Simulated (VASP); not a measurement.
Level of theory: PBE GGA, VASP's PBE PAW potentials (set 64) (plane waves; VASP).

A VASP calculation is set up with these files.

POSCAR:
```
PtS2
1.0
  1.8039543246  -3.1245406179   0.0000000000
  1.8039543246   3.1245406179   0.0000000000
  0.0000000000   0.0000000000   6.1165195655
Pt S
1 2
Cart
  0.0000000000   0.0000000000   0.0000000000
  1.8039543246   1.0415156223   1.2393827867
  1.8039543246  -1.0415156223   4.8771367788
```

### INCAR
```
# general
SYSTEM  = PtS2
PREC    = Accurate
ENCUT   = 520
LREAL   = F
LASPH   = T

# electronic loop
EDIFF   = 1E-7
NELM    = 100
ALGO    = Normal
LMAXMIX = 6

# smearing
ISMEAR  = 0
SIGMA   = 0.05

# functional
GGA     = PE

# ions
IBRION  = 2
NSW     = 30
ISIF    = 4
EDIFFG  = -0.01

# output
LWAVE   = F
LCHARG  = F
```

### KPOINTS
```
Regular mesh
0
G
7 7 4
0 0 0
```

POTCAR, in this order: Pt S (PBE.64 set). Program: vasp_std.

Output of the run:

OSZICAR:
```
       N       E                     dE             d eps       ncg     rms          rms(c)
DAV:   1     0.119662270307E+03    0.11966E+03   -0.10067E+04   856   0.126E+03
DAV:   2    -0.105433578135E+02   -0.13021E+03   -0.12725E+03  1050   0.244E+02
DAV:   3    -0.167282819316E+02   -0.61849E+01   -0.61528E+01  1099   0.575E+01
DAV:   4    -0.168163256220E+02   -0.88044E-01   -0.88014E-01  1065   0.726E+00
DAV:   5    -0.168183546594E+02   -0.20290E-02   -0.20289E-02  1120   0.107E+00    0.165E+01
DAV:   6    -0.157409940497E+02    0.10774E+01   -0.80904E+00   861   0.293E+01    0.112E+01
DAV:   7    -0.154650851301E+02    0.27591E+00   -0.14805E+00   882   0.135E+01    0.530E+00
DAV:   8    -0.154516990868E+02    0.13386E-01   -0.11615E-01  1036   0.238E+00    0.124E+00
DAV:   9    -0.154455933733E+02    0.61057E-02   -0.16868E-02  1008   0.149E+00    0.302E-01
DAV:  10    -0.154458471946E+02   -0.25382E-03   -0.29690E-03  1085   0.381E-01    0.696E-02
DAV:  11    -0.154458898563E+02   -0.42662E-04   -0.82892E-05  1129   0.890E-02    0.455E-02
DAV:  12    -0.154458972128E+02   -0.73565E-05   -0.14473E-05  1022   0.338E-02    0.165E-02
DAV:  13    -0.154458986696E+02   -0.14568E-05   -0.39210E-06  1120   0.146E-02    0.460E-03
DAV:  14    -0.154458989879E+02   -0.31829E-06   -0.39873E-07  1001   0.530E-03    0.140E-03
DAV:  15    -0.154458990343E+02   -0.46410E-07   -0.10350E-08   819   0.834E-04
   1 F= -.15445899E+02 E0= -.15445899E+02  d E =-.154459E+02
       N       E                     dE             d eps       ncg     rms          rms(c)
DAV:   1    -0.154592146160E+02   -0.13316E-01   -0.12709E+00   840   0.697E+00    0.921E-01
DAV:   2    -0.154607914656E+02   -0.15768E-02   -0.56152E-02  1064   0.186E+00    0.346E-01
DAV:   3    -0.154597768094E+02    0.10147E-02   -0.18824E-03  1193   0.375E-01    0.190E-01
DAV:   4    -0.154594487312E+02    0.32808E-03   -0.17801E-03  1050   0.265E-01    0.648E-02
DAV:   5    -0.154594566209E+02   -0.78897E-05   -0.21380E-04   973   0.107E-01    0.350E-02
DAV:   6    -0.154594573793E+02   -0.75837E-06   -0.20671E-05  1064   0.304E-02    0.135E-02
DAV:   7    -0.154594583189E+02   -0.93964E-06   -0.32272E-06  1043   0.133E-02    0.317E-03
DAV:   8    -0.154594585801E+02   -0.26114E-06   -0.85381E-07   966   0.682E-03    0.287E-03
DAV:   9    -0.154594586036E+02   -0.23476E-07   -0.57998E-08   826   0.226E-03
   2 F= -.15459459E+02 E0= -.15459459E+02  d E =-.135596E-01
       N       E                     dE             d eps       ncg     rms          rms(c)
DAV:   1    -0.154645933975E+02   -0.51348E-02   -0.13960E+00   840   0.731E+00    0.987E-01
DAV:   2    -0.154662892534E+02   -0.16959E-02   -0.61764E-02  1078   0.195E+00    0.372E-01
DAV:   3    -0.154651576826E+02    0.11316E-02   -0.21102E-03  1209   0.394E-01    0.204E-01
DAV:   4    -0.154647955074E+02    0.36218E-03   -0.19892E-03  1029   0.279E-01    0.678E-02
DAV:   5    -0.154648040513E+02   -0.85438E-05   -0.23849E-04   994   0.112E-01    0.370E-02
DAV:   6    -0.154648047522E+02   -0.70096E-06   -0.22367E-05  1043   0.316E-02    0.142E-02
DAV:   7    -0.154648058453E+02   -0.10930E-05   -0.36476E-06  1057   0.142E-02    0.336E-03
DAV:   8    -0.154648061624E+02   -0.31715E-06   -0.97933E-07   959   0.764E-03    0.310E-03
DAV:   9    -0.154648061937E+02   -0.31259E-07   -0.79378E-08   841   0.256E-03
   3 F= -.15464806E+02 E0= -.15464806E+02  d E =-.189072E-01
       N       E                     dE             d eps       ncg     rms          rms(c)
DAV:   1    -0.154648273293E+02   -0.21167E-04   -0.69216E-03   840   0.513E-01    0.658E-02
DAV:   2    -0.154648359793E+02   -0.86500E-05   -0.30501E-04  1064   0.137E-01    0.263E-02
DAV:   3    -0.154648305347E+02    0.54446E-05   -0.11107E-05  1209   0.284E-02    0.148E-02
DAV:   4    -0.154648291732E+02    0.13616E-05   -0.90778E-06  1050   0.189E-02    0.450E-03
DAV:   5    -0.154648291503E+02    0.22880E-07   -0.11040E-06  1001   0.763E-03    0.277E-03
DAV:   6    -0.154648291633E+02   -0.13044E-07   -0.94776E-08   746   0.217E-03
   4 F= -.15464829E+02 E0= -.15464829E+02  d E =-.189301E-01
       N       E                     dE             d eps       ncg     rms          rms(c)
DAV:   1    -0.154698556739E+02   -0.50265E-02   -0.17940E-01   847   0.306E+00    0.419E-01
DAV:   2    -0.154667268699E+02    0.31288E-02   -0.92186E-03   980   0.860E-01    0.197E-01
DAV:   3    -0.154661263360E+02    0.60053E-03   -0.14665E-03  1029   0.323E-01    0.878E-02
DAV:   4    -0.154659257484E+02    0.20059E-03   -0.55358E-04  1078   0.156E-01    0.481E-02
DAV:   5    -0.154659186737E+02    0.70747E-05   -0.53684E-05  1022   0.525E-02    0.147E-02
DAV:   6    -0.154659198143E+02   -0.11406E-05   -0.61657E-06  1015   0.191E-02    0.703E-03
DAV:   7    -0.154659204114E+02   -0.59717E-06   -0.13073E-06   896   0.104E-02    0.333E-03
DAV:   8    -0.154659206185E+02   -0.20708E-06   -0.34898E-07   991   0.516E-03    0.126E-03
DAV:   9    -0.154659206507E+02   -0.32203E-07   -0.58363E-08   813   0.194E-03
   5 F= -.15465921E+02 E0= -.15465921E+02  d E =-.109149E-02
       N       E                     dE             d eps       ncg     rms          rms(c)
DAV:   1    -0.154679257629E+02   -0.20051E-02   -0.81991E-02   847   0.207E+00    0.282E-01
DAV:   2    -0.154665012319E+02    0.14245E-02   -0.42085E-03   980   0.581E-01    0.133E-01
DAV:   3    -0.154662273489E+02    0.27388E-03   -0.66962E-04  1036   0.218E-01    0.591E-02
DAV:   4    -0.154661359296E+02    0.91419E-04   -0.25114E-04  1085   0.105E-01    0.324E-02
DAV:   5    -0.154661323649E+02    0.35646E-05   -0.24585E-05  1022   0.355E-02    0.987E-03
DAV:   6    -0.154661327996E+02   -0.43464E-06   -0.27809E-06  1022   0.129E-02    0.475E-03
DAV:   7    -0.154661330054E+02   -0.20584E-06   -0.60543E-07   896   0.705E-03    0.223E-03
DAV:   8    -0.154661330714E+02   -0.66011E-07   -0.15584E-07   831   0.349E-03
   6 F= -.15466133E+02 E0= -.15466133E+02  d E =-.130391E-02
```

OUTCAR:
```
------------------------ aborting loop because EDIFF is reached ----------------------------------------
  FORCE on cell =-STRESS in cart. coord.  units (eV):
  Direction    XX          YY          ZZ          XY          YZ          ZX
  --------------------------------------------------------------------------------------
  Total        0.0274016      0.0274016      0.0259711      0.0000000     -0.0000000     -0.0000000
  in kB        0.6367075      0.6367075      0.6034680      0.0000000     -0.0000000     -0.0000000
  external PRESSURE =       0.6256276 kB  Pullay stress =       0.0000000 kB
  volume of cell :       68.95
      direct lattice vectors                 reciprocal lattice vectors
     1.785975865 -3.093401003  0.000000000     0.279958990 -0.161634395  0.000000000
     1.785975865  3.093401003 -0.000000000     0.279958990  0.161634395 -0.000000000
    -0.000000000  0.000000000  6.240282827     0.000000000  0.000000000  0.160249147
 POSITION                                       TOTAL-FORCE (eV/Angst)
 -----------------------------------------------------------------------------------
      0.00000     -0.00000      0.00000         0.000000     -0.000000     -0.000000
      1.78598      1.03114      1.22652        -0.000000     -0.000000      0.002425
      1.78598     -1.03114      5.01377         0.000000      0.000000     -0.002425
 -----------------------------------------------------------------------------------
    total drift:                                0.000000     -0.000000      0.000000
  FREE ENERGIE OF THE ION-ELECTRON SYSTEM (eV)
  ---------------------------------------------------
  free  energy   TOTEN  =       -15.4661330714 eV

  energy  without entropy=      -15.4661330714  energy(sigma->0) =      -15.46613307

 reached required accuracy - stopping structural energy minimisation
```
(Selected blocks of OUTCAR.)

File CONTCAR:
```
PtS2
   1.00000000000000
     1.7859758648383586   -3.0934010028996792    0.0000000000000000
     1.7859758648383586    3.0934010028996792   -0.0000000000000000
    -0.0000000000000000    0.0000000000000000    6.2402828265133961
  Pt              S
     1     2
Direct
     0.0000000000000000    0.0000000000000000    0.0000000000000000
     0.3333330000000032    0.6666669999999968    0.1965482972186916
     0.6666669999999968    0.3333330000000032    0.8034517027813084
```

Without a dispersion term in the relaxation, distances and binding between the weakly bound layers, chains or molecules are unreliable, and so is what depends on them.

The compound is PtS2 in the 1T layered structure. This cell is one point of a volume scan, at 1.03 of the reference volume. Symmetry was kept, so distortions that lower it aren't found.
